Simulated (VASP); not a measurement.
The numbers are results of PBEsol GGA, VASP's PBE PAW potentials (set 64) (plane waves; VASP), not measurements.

VASP input:

POSCAR:
```
MgS
1.0
  0.0000000000   2.4417691626   2.4417691626
  2.4417691626   0.0000000000   2.4417691626
  2.4417691626   2.4417691626   0.0000000000
Mg S
1 1
Cartesian
  0.0000000000   0.0000000000   0.0000000000
  2.4417691626   2.4417691626   2.4417691626
```

INCAR:
```
ALGO  =  Normal
EDIFF  =  1E-6
EDIFFG  =  -0.02
ENCUT  =  500
GGA  =  PS
IBRION  =  2
ISIF  =  3
ISMEAR  =  0
LASPH  =  .TRUE.
LCHARG  =  .FALSE.
LREAL  =  .FALSE.
LWAVE  =  .FALSE.
NELM  =  100
NSW  =  40
PREC  =  Accurate
PSTRESS  =  200
SIGMA  =  0.05
SYSTEM  =  MgS
```

KPOINTS:
```
Automatic mesh
0
Gamma
9 9 9
0 0 0
```

POTCAR, in this order: Mg S (PBE.64 set). Program: vasp_std.

The run wrote:

OUTCAR:
```
 ion  position               nearest neighbor table
   1  0.000  0.000  0.000-   2 2.44   2 2.44   2 2.44   2 2.44   2 2.44   2 2.44
   2  0.500  0.500  0.500-   1 2.44   1 2.44   1 2.44   1 2.44   1 2.44   1 2.44
  LATTYP: Found a face centered cubic cell.
 ALAT       =     4.8835383252
 Subroutine PRICEL returns:
 Original cell was already a primitive cell.
 Subroutine GETGRP returns: Found 48 space group operations
The static configuration has the point symmetry O_h .
The dynamic configuration has the point symmetry O_h .
 Subroutine INISYM returns: Found 48 space group operations
 Subroutine IBZKPT returns following result:
 Found     35 irreducible k-points:

 Following reciprocal coordinates:
            Coordinates               Weight
  0.000000  0.000000  0.000000      1.000000
  0.111111  0.000000  0.000000      8.000000
  0.222222  0.000000  0.000000      8.000000
  0.333333  0.000000  0.000000      8.000000
  0.444444  0.000000  0.000000      8.000000
  0.111111  0.111111  0.000000      6.000000
  0.222222  0.111111  0.000000     24.000000
  0.333333  0.111111  0.000000     24.000000
  0.444444  0.111111  0.000000     24.000000
 -0.444444  0.111111  0.000000     24.000000
 -0.333333  0.111111  0.000000     24.000000
 -0.222222  0.111111  0.000000     24.000000
 -0.111111  0.111111  0.000000     12.000000
  0.222222  0.222222  0.000000      6.000000
  0.333333  0.222222  0.000000     24.000000
  0.444444  0.222222  0.000000     24.000000
 -0.444444  0.222222  0.000000     24.000000
 -0.333333  0.222222  0.000000     24.000000
 -0.222222  0.222222  0.000000     12.000000
  0.333333  0.333333  0.000000      6.000000
  0.444444  0.333333  0.000000     24.000000
 -0.444444  0.333333  0.000000     24.000000
 -0.333333  0.333333  0.000000     12.000000
  0.444444  0.444444  0.000000      6.000000
...
```

OSZICAR:
```
       N       E                     dE             d eps       ncg     rms          rms(c)
DAV:   1     0.184926785393E+02    0.18493E+02   -0.37726E+03   608   0.795E+02
DAV:   2    -0.834211856643E+01   -0.26835E+02   -0.25516E+02   744   0.107E+02
DAV:   3    -0.910799720889E+01   -0.76588E+00   -0.76588E+00   744   0.224E+01
DAV:   4    -0.911014275266E+01   -0.21455E-02   -0.21455E-02   872   0.129E+00
DAV:   5    -0.911014481060E+01   -0.20579E-05   -0.20583E-05   728   0.384E-02    0.515E+00
DAV:   6    -0.882060805416E+01    0.28954E+00   -0.63936E-01   560   0.420E+00    0.394E+00
DAV:   7    -0.877722043509E+01    0.43388E-01   -0.21185E-01   640   0.251E+00    0.227E+00
DAV:   8    -0.877547695687E+01    0.17435E-02   -0.66883E-03   656   0.647E-01    0.707E-01
DAV:   9    -0.877541403332E+01    0.62924E-04   -0.19886E-04   768   0.124E-01    0.193E-01
DAV:  10    -0.877541849991E+01   -0.44666E-05   -0.20500E-05   768   0.314E-02    0.407E-02
DAV:  11    -0.877541907200E+01   -0.57209E-06   -0.52045E-07   496   0.557E-03
   1 F= -.51407638E+01 E0= -.51407638E+01  d E =-.514076E+01
```

OUTCAR:
```
------------------------ aborting loop because EDIFF is reached ----------------------------------------
  FORCE on cell =-STRESS in cart. coord.  units (eV):
  Direction    XX          YY          ZZ          XY          YZ          ZX
  --------------------------------------------------------------------------------------
  Total        3.6080770      3.6080770      3.6080770      0.0000000     -0.0000000      0.0000000
  in kB      198.5375107    198.5375107    198.5375107      0.0000000     -0.0000000      0.0000000
  external PRESSURE =      -1.4624893 kB  Pullay stress =     200.0000000 kB
  volume of cell :       29.12
      direct lattice vectors                 reciprocal lattice vectors
     0.000000000  2.441769163  2.441769163    -0.204769561  0.204769561  0.204769561
     2.441769163  0.000000000  2.441769163     0.204769561 -0.204769561  0.204769561
     2.441769163  2.441769163  0.000000000     0.204769561  0.204769561 -0.204769561
 POSITION                                       TOTAL-FORCE (eV/Angst)
 -----------------------------------------------------------------------------------
      0.00000      0.00000      0.00000         0.000000      0.000000     -0.000000
      2.44177      2.44177      2.44177        -0.000000     -0.000000      0.000000
 -----------------------------------------------------------------------------------
    total drift:                                0.000000      0.000000      0.000000
  FREE ENERGIE OF THE ION-ELECTRON SYSTEM (eV)
  ---------------------------------------------------
  free  energy   TOTEN  =        -8.7754190720 eV

  energy  without entropy=       -8.7754190720  energy(sigma->0) =       -8.77541907
  enthalpy is  TOTEN    =        -5.1407638304 eV   P V=        3.6346552416

 reached required accuracy - stopping structural energy minimisation
```
(Selected blocks of OUTCAR.)

The compound is MgS in the rock salt structure. It was relaxed first under an external pressure of 20 GPa.
